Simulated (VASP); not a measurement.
Here is a VASP 6.6.1 calculation.

Contents of INCAR:

```
  PREC = Accurate
  ENCUT = 520
  EDIFF = 1E-6
  ISMEAR = 0
  SIGMA = 0.1
  LREAL = False
  LASPH = True
  NELM = 100
  ALGO = Fast
  ISIF = 2
  LWAVE = False
  LCHARG = False
  GGA = PE
  NBANDS = 21
```

Contents of KPOINTS:

```
regular mesh
0
Gamma
  10 10 12
```

File POSCAR:

```
RbGeN
1.0
    4.9003216864      0.0000000000      0.0000000000
    0.0000000000      4.9003216864      0.0000000000
    0.0000000000      0.0000000000      3.7997243216
Rb Ge N
1 1 1
Direct
    0.5000000000      0.5000000000      0.5000000000
    0.0000000000      0.0000000000      0.5000000000
    0.0000000000      0.0000000000      0.0000000000
```

Potentials or basis: VASP PAW PBE potentials, release 64 (Rb_sv, Ge_d, N).

Launch:

```sh
$ cat potpaw_PBE.64/Rb_sv/POTCAR potpaw_PBE.64/Ge_d/POTCAR potpaw_PBE.64/N/POTCAR > POTCAR
$ mpirun -np 1 vasp_std > vasp.out
```

**Question.** Estimate the pressure.

**Answer.** -0.1 GPa.

**Question.** Predict the band gap on the k mesh.

**Answer.** None (metal or under the smearing width).
